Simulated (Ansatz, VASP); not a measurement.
## CsRe: VASP beside Ansatz

Contents of INCAR:

```
  AGGAC = 1.0
  AGGAX = 1.0
  ALDAC = 0.0
  ALDAX = 1.0
  ALGO = Normal
  EDIFF = 1E-7
  ENCUT = 520
  GGA = B5
  ISIF = 2
  ISMEAR = -1
  LASPH = T
  LCHARG = F
  LMAXMIX = 4
  LREAL = F
  LWAVE = F
  NBANDS = 15
  NELM = 100
  PREC = Accurate
  SIGMA = 0.05
```

KPOINTS

```
k-points
0
Gamma
  7 7 7
```

POSCAR

```
CsRe
1.0
    0.0000000000      3.4223023900      3.4223023900
    3.4223023900      0.0000000000      3.4223023900
    3.4223023900      3.4223023900      0.0000000000
Cs Re
1 1
Direct
    0.2500000000      0.2500000000      0.2500000000
    0.5000000000      0.5000000000      0.5000000000
```

KPOINTS_OPT

```
path GXWKGLUWLK,UX
10
line-mode
reciprocal
 0.0000000000  0.0000000000  0.0000000000  G
 0.5000000000  0.0000000000  0.5000000000  X

 0.5000000000  0.0000000000  0.5000000000  X
 0.5000000000  0.2500000000  0.7500000000  W

 0.5000000000  0.2500000000  0.7500000000  W
 0.3750000000  0.3750000000  0.7500000000  K

 0.3750000000  0.3750000000  0.7500000000  K
 0.0000000000  0.0000000000  0.0000000000  G

 0.0000000000  0.0000000000  0.0000000000  G
 0.5000000000  0.5000000000  0.5000000000  L

 0.5000000000  0.5000000000  0.5000000000  L
 0.6250000000  0.2500000000  0.6250000000  U

 0.6250000000  0.2500000000  0.6250000000  U
 0.5000000000  0.2500000000  0.7500000000  W

 0.5000000000  0.2500000000  0.7500000000  W
 0.5000000000  0.5000000000  0.5000000000  L

 0.5000000000  0.5000000000  0.5000000000  L
 0.3750000000  0.3750000000  0.7500000000  K

 0.6250000000  0.2500000000  0.6250000000  U
 0.5000000000  0.0000000000  0.5000000000  X
```

input.yaml

```yaml
crystal:
  lattice:
    - [0.0, 3.42230239, 3.42230239]
    - [3.42230239, 0.0, 3.42230239]
    - [3.42230239, 3.42230239, 0.0]
  atoms:
    - { symbol: Cs, position: [0.25, 0.25, 0.25] }
    - { symbol: Re, position: [0.5, 0.5, 0.5] }
hamiltonian:
  xc: blyp
  pseudopotentials: { kind: paw }
kpoints:
  mp_grid: { grid: [7, 7, 7] }
  band_path:
    path:
      - [[0.0, 0.0, 0.0], [0.5, 0.0, 0.5], [0.5, 0.25, 0.75], [0.375, 0.375, 0.75], [0.0, 0.0, 0.0], [0.5, 0.5, 0.5], [0.625, 0.25, 0.625], [0.5, 0.25, 0.75], [0.5, 0.5, 0.5], [0.375, 0.375, 0.75]]
      - [[0.625, 0.25, 0.625], [0.5, 0.0, 0.5]]
    npoints: 14
scf:
  occupations: { method: fermi_dirac, width: 0.05 }
  n_extra_bands: 6
output:
  forces: true
  stress: true
  eigenvalues: true
  fatbands: false
```

The cell was built by a generator and needn't be a form met in nature.

Alike in both runs: task band structure; functional BLYP; k mesh 7 × 7 × 7; occupations fermi-dirac, width 0.05 eV; no spin polarisation.

```csv
,VASP,Ansatz
version,VASP 6.6.1,Ansatz 0.2.0
potentials or method,"VASP PAW PBE potentials, release 64 (Cs_sv, Re)",Ansatz PAW
plane-wave cutoff (eV),520,420
valence electrons in the cell,16,24
```

```tsv
	VASP	Ansatz	Ansatz less VASP
gap on the k mesh at the Fermi level (eV)	none	none	-
pressure (GPa)	2.2	1.5	-0.65
```

A gap of «none» marks a metal or a gap that the smearing closes. The two sets of potentials don't hold the same shells in valence.

Caveats: spin-orbit coupling is left out, which moves the levels of the heavy elements; the PAW data sets were made with another functional, which shifts forces and pressure a little (VASP); the PAW data sets come from PBE, with cores solved anew for the run's functional, which leaves a small shift of forces and pressure (Ansatz).
